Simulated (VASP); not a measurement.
# CuGe23 (a cell with a defect) in VASP: notebook, part 2 of 3

VASP 6.6.1. The steps go on from the part before.

**3. Single point, PBEsol+U, collinear spin, ferromagnetic start**

INCAR

```
SYSTEM = CuGe23
PREC = Accurate ; ENCUT = 350
EDIFF = 1E-5 ; ISMEAR = 0
SIGMA = 0.03 ; LREAL = Auto
LASPH = .True. ; NELM = 120
ALGO = Normal ; ISIF = 2
LWAVE = .False. ; LCHARG = .False.
ISPIN = 2 ; MAGMOM = 3 0 0 0 0 0 0 0 0 0 0 0 0 0 0 0 0 0 0 0 0 0 0 0
LORBIT = 11 ; LMAXMIX = 4
LDAU = .True. ; LDAUTYPE = 2
LDAUL = 2 -1 ; LDAUU = 5 0
LDAUJ = 0 0 ; LDAUPRINT = 1
GGA = PS ; NBANDS = 188
ISYM = 0 ; KPAR = 2
```

KPOINTS

```
regular mesh
0
Gamma
  2 2 2
  0 0 0
```

POSCAR

```
CuGe23                                  
1.0
    0.0000000000      8.4863100000      8.4863100000
    5.6575400000      0.0000000000      5.6575400000
    5.6575400000      5.6575400000      0.0000000000
  Cu              Ge            
     1    23
Direct
     0.9997845806103637    0.0004641225729317    0.9981968130540594
     0.0006844431560808    0.0023887146969546    0.4953456694322084
     0.0011871055331935    0.4979780686574852    0.0017106155070032
     0.0016794340678711    0.4958068289107706    0.4964752163893178
     0.3289508089723974    0.0009779625105509    0.0028907142349665
     0.3284108972601560    0.0027256521864391    0.4999144740828792
     0.3283422678112448    0.5011966154689039    0.0045477622885648
     0.3308684968183000    0.5000952882276103    0.5035282754013516
     0.6674923687298370    0.0011213710172493    0.0004758771919635
     0.6654810512181369    0.9993401320503220    0.4964987280654549
     0.6664321067913790    0.4961755743133834    0.0032404523177432
     0.6657628383247175    0.4983038022503877    0.5019659925187966
     0.0780414097847093    0.1212290941692507    0.1187124291665520
     0.0784952113336991    0.1189594100338623    0.6395126297024195
     0.0784100835183859    0.6415792311844494    0.1198582186673836
     0.0815216713526208    0.6254492205903607    0.6248586554496308
     0.4170396716220903    0.1251596042060675    0.1238159004004928
     0.4158477495525828    0.1224115056141790    0.6258618631698238
     0.4168060030905295    0.6238407227079283    0.1260219680577576
     0.4174258384274236    0.6255048745911775    0.6273673072880589
     0.7599287808026758    0.1193391031386339    0.1195805517345420
     0.7512993211153516    0.1202813186665932    0.6243587681984368
     0.7517430075268715    0.6248845362601951    0.1239434103808893
     0.7525298525793799    0.6223932459743343    0.6261697072997041
```

Potentials or basis: VASP PAW PBE potentials, release 64 (Cu, Ge_d).

Launch:

```console
$ cat potpaw_PBE.64/Cu/POTCAR potpaw_PBE.64/Ge_d/POTCAR > POTCAR
$ mpirun -np 4 vasp_std > vasp.out
```

OUTCAR:

```text
SYSTEM = CuGe23
   PREC = Accurate
   ENCUT = 350
   EDIFF = 1E-5
   ISMEAR = 0
   LREAL = Auto
   LASPH = .True.
   NELM = 120
   ISIF = 2
   ISPIN = 2
   LORBIT = 11
   GGA = PS
   ISYM = 0

 ion  position               nearest neighbor table
   1  1.000  0.000  0.998-  13 2.34  14 2.34  15 2.34  21 2.35
   2  0.001  0.002  0.495-  22 2.44  16 2.46  13 2.46  14 2.47
   3  0.001  0.498  0.002-  23 2.44  16 2.46  13 2.46  15 2.47
   4  0.002  0.496  0.496-  24 2.44  15 2.46  14 2.46  16 2.47
   5  0.329  0.001  0.003-  13 2.46  18 2.46  19 2.46  17 2.46
   6  0.328  0.003  0.500-  14 2.45  17 2.46  18 2.46  20 2.47
[... 16 lines left out ...]
  23  0.752  0.625  0.124-   3 2.44   9 2.46  11 2.47  12 2.47
  24  0.753  0.622  0.626-   4 2.44  10 2.46  11 2.46  12 2.47

IMPORTANT INFORMATION: All symmetrisations will be switched off!
NOSYMM: (Re-)initialisation of all symmetry stuff for point group C_1.

----------------------------------------------------------------------------------------

                                     Primitive cell

  volume of cell :     543.2555

  direct lattice vectors                    reciprocal lattice vectors
     0.000000000  8.486310000  8.486310000    -0.058918423  0.058918423  0.058918423
     5.657540000  0.000000000  5.657540000     0.088377634 -0.088377634  0.088377634
     5.657540000  5.657540000  0.000000000     0.088377634  0.088377634 -0.088377634

  length of vectors
    12.001454697  8.000969798  8.000969798     0.102049702  0.153074553  0.153074553

  position of ions in fractional coordinates (direct lattice)
     0.999784581  0.000464123  0.998196813
     0.000684443  0.002388715  0.495345669
     0.001187106  0.497978069  0.001710616
     0.001679434  0.495806829  0.496475216
     0.328950809  0.000977963  0.002890714
     0.328410897  0.002725652  0.499914474
[... 16 lines left out ...]
     0.751743008  0.624884536  0.123943410
     0.752529853  0.622393246  0.626169707

  ion indices of the primitive-cell ions
   primitive index   ion index
                 1           1
                 2           2
                 3           3
                 4           4
                 5           5
                 6           6
[... 16 lines left out ...]
                23          23
                24          24

----------------------------------------------------------------------------------------

 KPOINTS: regular mesh

Automatic generation of k-mesh.
 Grid dimensions read from file:
 generate k-points for:    2    2    2

 Generating k-lattice:

  Cartesian coordinates                     Fractional coordinates (reciprocal lattice)
    -0.029459211  0.029459211  0.029459211     0.500000000  0.000000000  0.000000000
[... 107 lines left out ...]
  o =  0.9211  v =  0.0000  0.0000  0.0000  0.0000  0.0000 -0.4118 -0.8101 -0.0097 -0.4171  0.0072      0.0000  0.0000  0.0000  0.0000  0.0000  0.0000  0.0000  0.0000  0.0000  0.0000
  o =  0.9211  v = -0.4120 -0.8101 -0.0095 -0.4171  0.0069  0.0000  0.0000  0.0000  0.0000  0.0000      0.0000  0.0000  0.0000  0.0000  0.0000  0.0000  0.0000  0.0000  0.0000  0.0000
  o =  0.9252  v =  0.0000  0.0000  0.0000  0.0000  0.0000 -0.7003 -0.0116  0.0053  0.7137 -0.0081      0.0000  0.0000  0.0000  0.0000  0.0000  0.0000  0.0000  0.0000  0.0000  0.0000
  o =  0.9254  v = -0.7001 -0.0116  0.0060  0.7139 -0.0077  0.0000  0.0000  0.0000  0.0000  0.0000      0.0000  0.0000  0.0000  0.0000  0.0000  0.0000  0.0000  0.0000  0.0000  0.0000
  o =  0.9317  v =  0.0000  0.0000  0.0000  0.0000  0.0000  0.5816 -0.5840 -0.0400  0.5621  0.0560      0.0000  0.0000  0.0000  0.0000  0.0000  0.0000  0.0000  0.0000  0.0000  0.0000
  o =  0.9317  v =  0.5816 -0.5841 -0.0402  0.5619  0.0563  0.0000  0.0000  0.0000  0.0000  0.0000      0.0000  0.0000  0.0000  0.0000  0.0000  0.0000  0.0000  0.0000  0.0000  0.0000
  o =  0.9427  v =  0.0145 -0.0125 -0.5927  0.0103 -0.8051  0.0000  0.0000  0.0000  0.0000  0.0000      0.0000  0.0000  0.0000  0.0000  0.0000  0.0000  0.0000  0.0000  0.0000  0.0000
  o =  0.9427  v =  0.0000  0.0000  0.0000  0.0000  0.0000  0.0164 -0.0144 -0.5600  0.0106 -0.8281      0.0000  0.0000  0.0000  0.0000  0.0000  0.0000  0.0000  0.0000  0.0000  0.0000
  o =  0.9427  v = -0.0401  0.0479 -0.8043 -0.0254  0.5903  0.0000  0.0000  0.0000  0.0000  0.0000      0.0000  0.0000  0.0000  0.0000  0.0000  0.0000  0.0000  0.0000  0.0000  0.0000
  o =  0.9428  v =  0.0000  0.0000  0.0000  0.0000  0.0000 -0.0389  0.0474 -0.8274 -0.0249  0.5577      0.0000  0.0000  0.0000  0.0000  0.0000  0.0000  0.0000  0.0000  0.0000  0.0000

 number of electron     332.9999959 magnetization       0.0059618

 Free energy of the ion-electron system (eV)
  ---------------------------------------------------
  ext. energy  EPLUGINS =         0.00000000
  ---------------------------------------------------
  free energy    TOTEN  =      -113.64600147 eV

  energy without entropy =     -113.64369503  energy(sigma->0) =     -113.64484825

 E-fermi :   4.4695     XC(G=0): -10.0990

 val. band max:        4.4450452716   @ k =   0.5000   0.5000   0.5000
 cond. band min:       4.5016600309   @ k =   0.5000   0.5000   0.0000
 fundamental gap:      0.0566147592
 Fermi energy:         4.4695441367

 spin component 1

 k-point     1 :       0.0000    0.0000    0.0000
  band No.  band energies     occupation
      1     -20.1686      1.00000
      2     -20.1459      1.00000
      3     -20.1288      1.00000
      4     -20.1250      1.00000
      5     -20.1040      1.00000
      6     -20.1033      1.00000
[... 1437 lines left out ...]
    177       6.9345      0.00000
    178       7.5508      0.00000
 Fermi energy:         4.4695441367

 spin component 2

 k-point     1 :       0.0000    0.0000    0.0000
  band No.  band energies     occupation
      1     -20.1685      1.00000
      2     -20.1458      1.00000
      3     -20.1287      1.00000
      4     -20.1250      1.00000
      5     -20.1040      1.00000
      6     -20.1033      1.00000
[... 1437 lines left out ...]
    177       6.9348      0.00000
    178       7.5511      0.00000
 [bands above 178 left out]

------------------------ aborting loop because EDIFF is reached ----------------------------------------

  FORCE on cell =-STRESS in cart. coord.  units (eV):
  Direction    XX          YY          ZZ          XY          YZ          ZX
  --------------------------------------------------------------------------------------
  -------------------------------------------------------------------------------------
  Total       -1.5638267     -0.8954292     -0.8769142      0.0591213     -1.6733719     -0.0060566
  in kB       -4.6120612     -2.6408131     -2.5862085      0.1743614     -4.9351335     -0.0178623
  external PRESSURE =      -3.2796943 kB  Pullay stress =       0.0000000 kB

 VOLUME and BASIS-vectors are now :
 -----------------------------------------------------------------------------
  energy-cutoff  :      350.00
  volume of cell :      543.26
      direct lattice vectors                 reciprocal lattice vectors
     0.000000000  8.486310000  8.486310000    -0.058918423  0.058918423  0.058918423
     5.657540000  0.000000000  5.657540000     0.088377634 -0.088377634  0.088377634
     5.657540000  5.657540000  0.000000000     0.088377634  0.088377634 -0.088377634

 POSITION                                       TOTAL-FORCE (eV/Angst)
 -----------------------------------------------------------------------------------
      5.64996     14.13182      8.48711         0.144958     -0.154076     -0.170738
      2.81595      2.80825      0.01932        -0.016738      0.087148     -0.272696
      2.82701      0.01975      2.82740        -0.018496     -0.263491      0.067963
      5.61388      2.82308      2.81930         0.201763      0.055947      0.050037
      0.02189      2.80793      2.79711        -0.086191      0.000582      0.012631
      2.84371      5.61528      2.80242        -0.020810      0.095702     -0.003165
[... 16 lines left out ...]
      4.23652      7.08074      9.91483         0.118381     -0.065850     -0.204178
      7.06379      9.92878      9.90742         0.052654     -0.158186     -0.147549
 -----------------------------------------------------------------------------------
    total drift:                               -0.002333      0.002513     -0.002040

  FREE ENERGIE OF THE ION-ELECTRON SYSTEM (eV)
  ---------------------------------------------------
  free  energy   TOTEN  =      -113.6460014735 eV

  energy  without entropy=     -113.6436950340  energy(sigma->0) =     -113.64484825

 total charge

# of ion       s       p       d       tot
------------------------------------------
    1        0.491   0.385   9.305  10.181
    2        1.132   1.238  10.020  12.389
    3        1.132   1.237  10.019  12.388
    4        1.128   1.246  10.020  12.393
    5        1.129   1.249  10.018  12.396
    6        1.124   1.258  10.019  12.401
[... 16 lines left out ...]
   23        1.119   1.263  10.019  12.401
   24        1.117   1.266  10.019  12.402
--------------------------------------------------
tot         26.456  28.964 239.760 295.180

 magnetization (x)

# of ion       s       p       d       tot
------------------------------------------
    1       -0.000   0.000   0.000   0.000
    2       -0.000   0.000   0.000   0.000
    3       -0.000   0.000   0.000   0.000
    4       -0.000   0.000   0.000   0.000
    5       -0.000  -0.000   0.000  -0.000
    6       -0.000  -0.000   0.000  -0.000
[... 16 lines left out ...]
   23       -0.000  -0.000  -0.000  -0.000
   24       -0.000  -0.000   0.000  -0.000
--------------------------------------------------
tot          0.000   0.001   0.000   0.001
```

Run time: 7.1 min. Hardware: 4 MPI ranks of Intel Xeon 6975P-C (Granite Rapids), shared host; peak memory 0.59 GiB.

Results:

| Quantity | Value |
| --- | --- |
| Free energy | -113.6460 eV |
| Largest force | 0.314 eV/Å |
| Band gap on the k mesh | none (metal or under the smearing width) |
| Net moment | 0.01 μB per cell |
| Valence electrons inside the program's atomic spheres | Cu 10.18; Ge 12.39, 12.40, 12.36, 12.38 |

Forces on the atoms (eV/Å):
```
Cu   0.145 -0.154 -0.171
Ge  -0.017  0.087 -0.273
Ge  -0.018 -0.263  0.068
Ge   0.202  0.056  0.050
Ge  -0.086  0.001  0.013
Ge  -0.021  0.096 -0.003
Ge  -0.040  0.000  0.088
Ge  -0.120  0.137  0.144
Ge  -0.096  0.047  0.036
Ge  -0.065  0.129  0.068
Ge  -0.086  0.037  0.118
Ge  -0.142  0.170  0.181
Ge  -0.118  0.212  0.199
Ge  -0.107  0.034  0.249
Ge  -0.121  0.235  0.031
Ge  -0.013 -0.041 -0.041
Ge   0.063 -0.079 -0.099
Ge   0.164 -0.113  0.001
Ge   0.162 -0.025 -0.113
Ge  -0.006 -0.206 -0.199
Ge   0.004  0.062  0.049
Ge   0.146 -0.196 -0.046
Ge   0.118 -0.066 -0.204
Ge   0.053 -0.158 -0.148
```

Levels at points of the mesh, in eV from the Fermi level:
Spin up:
```csv
k point,band 164,band 165,band 166,band 167,band 168,band 169
"(0.00, 0.00, 0.00)",-0.27,-0.23,0.38,0.48,0.58,0.66
"(0.50, 0.00, 0.00)",-0.69,-0.14,-0.13,0.47,0.54,0.54
"(0.00, 0.50, 0.00)",-1.04,-0.59,-0.49,0.10,0.15,0.96
"(0.00, 0.00, 0.50)",-1.04,-0.59,-0.49,0.10,0.15,0.96
"(0.50, 0.00, 0.50)",-1.27,-1.07,-0.72,-0.55,0.03,1.65
"(0.50, 0.50, 0.00)",-1.27,-1.07,-0.72,-0.54,0.03,1.64
"(0.00, 0.50, 0.50)",-1.19,-1.18,-0.47,-0.38,0.23,1.31
"(0.50, 0.50, 0.50)",-1.01,-0.85,-0.85,-0.28,-0.03,1.62
```
Spin down:
| k point | band 162 | band 163 | band 164 | band 165 | band 166 | band 167 | band 168 | band 169 | band 170 | band 171 |
| --- | --- | --- | --- | --- | --- | --- | --- | --- | --- | --- |
| (0.00, 0.00, 0.00) | -0.79 | -0.72 | -0.27 | -0.23 | 0.38 | 0.48 | 0.58 | 0.66 | 0.75 | 0.82 |
| (0.50, 0.00, 0.00) | -0.85 | -0.72 | -0.69 | -0.14 | -0.13 | 0.47 | 0.54 | 0.54 | 0.64 | 1.05 |
| (0.00, 0.50, 0.00) | -1.48 | -1.17 | -1.04 | -0.59 | -0.49 | 0.10 | 0.15 | 0.96 | 1.15 | 1.44 |
| (0.00, 0.00, 0.50) | -1.48 | -1.17 | -1.04 | -0.59 | -0.49 | 0.10 | 0.15 | 0.96 | 1.15 | 1.44 |
| (0.50, 0.00, 0.50) | -1.44 | -1.38 | -1.27 | -1.06 | -0.72 | -0.55 | 0.03 | 1.65 | 1.70 | 1.77 |
| (0.50, 0.50, 0.00) | -1.45 | -1.38 | -1.27 | -1.07 | -0.72 | -0.54 | 0.03 | 1.64 | 1.71 | 1.79 |
| (0.00, 0.50, 0.50) | -1.54 | -1.24 | -1.19 | -1.17 | -0.47 | -0.38 | 0.23 | 1.31 | 1.38 | 1.57 |
| (0.50, 0.50, 0.50) | -1.48 | -1.15 | -1.01 | -0.85 | -0.85 | -0.28 | -0.02 | 1.62 | 1.73 | 1.95 |

Eigenvalues of the final occupation matrices:
```
    site  spin  trace               eigenvalues
site 1 d     1   4.66  0.92 0.93 0.93 0.94 0.94
site 1 d     2   4.66  0.92 0.93 0.93 0.94 0.94
```

Caveat: the k mesh is coarse (spacing up to 0.48 Å⁻¹), so the values aren't converged; the cutoff is under 1.25 times the usual one of these potentials, so pressure, stress and relaxed cells hold a basis-set (Pulay) error; the PAW data sets were made with another functional, which shifts forces and pressure a little; the U is typed as a test and isn't derived for this compound. The state reached can hang on the start; a lower one may exist.

**4. Single point, PBEsol+U, collinear spin, ferromagnetic start**

INCAR

```
SYSTEM = CuGe23
PREC = Accurate ; ENCUT = 350
EDIFF = 1E-5 ; ISMEAR = 0
SIGMA = 0.03 ; LREAL = Auto
LASPH = .True. ; NELM = 120
ALGO = Normal ; ISIF = 2
LWAVE = .False. ; LCHARG = .False.
ISPIN = 2 ; MAGMOM = 3 0 0 0 0 0 0 0 0 0 0 0 0 0 0 0 0 0 0 0 0 0 0 0
LORBIT = 11 ; NUPDOWN = 3
LMAXMIX = 4 ; LDAU = .True.
LDAUTYPE = 2 ; LDAUL = 2 -1
LDAUU = 7 0 ; LDAUJ = 0 0
LDAUPRINT = 1 ; GGA = PS
NBANDS = 188 ; ISYM = 0
KPAR = 2
```

KPOINTS is that of step 3.

POSCAR is that of step 3.

Launch:

```console
$ cat potpaw_PBE.64/Cu/POTCAR potpaw_PBE.64/Ge_d/POTCAR > POTCAR
$ mpirun -np 4 vasp_std > vasp.out
```

Wall time 7.7 min (4 MPI ranks of Intel Xeon 6975P-C (Granite Rapids), shared host); peak memory 0.59 GiB.

It converged, with:

```yaml
Free_energy: -112.2420 eV
Largest_force: 0.027 eV/Å
Net_moment: 3.00 μB per cell
Site_moments: Cu +0.18; Ge +0.06, +0.07, +0.14, +0.04, +0.08, +0.05, +0.16 μB
Valence_electrons_inside_the_program's_atomic_spheres: Cu 10.24; Ge 12.39, 12.40, 12.37
```

Forces in eV/Å, atoms in the order of the input:
```
Cu  -0.007  0.006  0.000
Ge   0.005  0.008 -0.007
Ge   0.002 -0.001 -0.006
Ge  -0.002  0.001  0.000
Ge   0.016 -0.011  0.002
Ge   0.002  0.003 -0.005
Ge  -0.016 -0.005 -0.005
Ge  -0.015 -0.013 -0.001
Ge   0.002  0.005 -0.007
Ge   0.021  0.008  0.015
Ge  -0.002 -0.013 -0.005
Ge  -0.005 -0.005  0.009
Ge   0.010  0.006 -0.008
Ge   0.008  0.004  0.010
Ge  -0.002  0.010  0.002
Ge   0.000  0.005 -0.001
Ge  -0.001  0.020  0.000
Ge   0.000  0.006  0.002
Ge   0.001 -0.017  0.005
Ge  -0.018 -0.006 -0.003
Ge   0.003  0.001 -0.009
Ge   0.008  0.010  0.004
Ge  -0.014 -0.016  0.003
Ge   0.005 -0.007  0.006
```

Eigenvalues of the final occupation matrices:
```csv
site,spin,trace,eigenvalues
site 1 d,1,4.74,0.95 0.95 0.95 0.95 0.95
site 1 d,2,4.66,0.92 0.92 0.92 0.95 0.95
```

Caveat: the k mesh is coarse (spacing up to 0.48 Å⁻¹), so the values aren't converged; the cutoff is under 1.25 times the usual one of these potentials, so pressure, stress and relaxed cells hold a basis-set (Pulay) error; the PAW data sets were made with another functional, which shifts forces and pressure a little; the total moment is fixed, so each spin has its own Fermi level; the U is typed as a test and isn't derived for this compound.

[end of part 2 of 3]
